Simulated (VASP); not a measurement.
An input for Ansatz (written as the equivalent of a VASP run, and not itself run):

Ansatz 0.2 input:
```yaml
crystal:
  lattice:
    - [1.9946750, 1.1516260, 8.3312730]
    - [-1.9946750, 1.1516260, 8.3312730]
    - [0.0000000, -2.3032520, 8.3312730]
  atoms:
    - { symbol: Ca, position: [0.0000000, 0.0000000, 0.0000000] }
    - { symbol: Ga, position: [0.4513130, 0.4513130, 0.4513130] }
    - { symbol: Ga, position: [0.5486870, 0.5486870, 0.5486870] }
    - { symbol: As, position: [0.2562800, 0.2562800, 0.2562800] }
    - { symbol: As, position: [0.7437200, 0.7437200, 0.7437200] }
kpoints:
  mp_grid: { grid: [5, 5, 5] }
hamiltonian:
  xc: lda
  pseudopotentials: { kind: paw }
scf:
  occupations: { method: fermi_dirac, width: 0.1 }
  max_iter: 100
output: { forces: true, stress: true, eigenvalues: true }
```

Q: Translate this input to VASP (INCAR, KPOINTS, POSCAR, choice of POTCAR).

A: This is not unique; one that fits is 
**POSCAR**
```
Ca(GaAs)2
1.0
  1.9946750000   1.1516260000   8.3312730000
 -1.9946750000   1.1516260000   8.3312730000
  0.0000000000  -2.3032520000   8.3312730000
Ca Ga As
1 2 2
Cart
  0.0000000000   0.0000000000   0.0000000000
 -0.0000000000  -0.0000000000  11.2800354343
 -0.0000000000  -0.0000000000  13.7137835657
 -0.0000000000   0.0000000000   6.4054159333
  0.0000000000   0.0000000000  18.5884030667
```

**INCAR**
```
SYSTEM=Ca(GaAs)2
PREC=Accurate; ENCUT=300; LREAL=.False.
LASPH=.True.
EDIFF=1E-6; NELM=100; ALGO=Normal
LMAXMIX=4
ISMEAR=-1; SIGMA=0.1
ISIF=2
LWAVE=.False.; LCHARG=.False.
```

File KPOINTS:
```
Automatic mesh
0
Gamma
5 5 5
0 0 0
```

POTCAR, in this order: Ca_sv Ga_d As (LDA.64 set). Program: vasp_std.

Limits of the translation: each code has its own PAW files, so the cut-off isn't converted (ENCUT is set for VASP's; basis.ecutwfc is left out, and Ansatz then takes the one that its files recommend); Ansatz stops its SCF on the density residual and VASP on the energy change (EDIFF); Ansatz's lda is the Perdew-Wang form, while the LDA potentials of VASP carry Perdew-Zunger's.

The structure comes from a computed database's CaGa2As2 entry; how it stands against other phases isn't given here. The cell was not relaxed at this level.
